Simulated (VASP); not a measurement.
A run of VASP 6.6.1 is set up as follows.

INCAR

```
SYSTEM = TiMoSe4
PREC = Normal ; ENCUT = 520
EDIFF = 1E-4 ; ISMEAR = 0
SIGMA = 0.15 ; LREAL = .False.
LASPH = .True. ; NELM = 60
ALGO = Fast ; ISIF = 3
LWAVE = .False. ; LCHARG = .False.
GGA = PE ; IBRION = 2
NSW = 24 ; EDIFFG = -0.08
```

File KPOINTS:

```
Automatic mesh
0
Gamma
  5 5 1
  0 0 0
```

POSCAR

```
TiMoSe4
1.0
    3.3866700000      0.0000000000      0.0000000000
   -1.6933350000      2.9329422500      0.0000000000
    0.0000000000      0.0000000000     13.4220571400
Ti Mo Se
1 1 4
Direct
    0.0000000000      0.0000000000      0.5000000000
    0.6666666700      0.3333333300      0.0000000000
    0.6666666700      0.3333333300      0.6276410200
    0.0000000000      0.0000000000      0.8771510100
    0.0000000000      0.0000000000      0.1228489900
    0.6666666700      0.3333333300      0.3723589800
```

Potentials or basis: VASP PAW PBE potentials, release 64 (Ti_sv, Mo_sv, Se).

Run with:

```console
$ cat potpaw_PBE.64/Ti_sv/POTCAR potpaw_PBE.64/Mo_sv/POTCAR potpaw_PBE.64/Se/POTCAR > POTCAR
$ mpirun -np 1 vasp_std > vasp.out
```

(1) What does it give for the band gap on the k mesh?

(2) Predict the relaxed volume.

Results:

(1) 0.24 eV, indirect (least direct gap 0.68 eV).

(2) 24.16 Å³/atom.

Caveat: the k mesh is coarse (spacing up to 0.47 Å⁻¹), so the values aren't converged; an odd mesh through Γ misses points on the zone boundary, where band edges often lie; this functional lacks dispersion, which binds the layers, so the pressure and a relaxed spacing across them are unreliable.
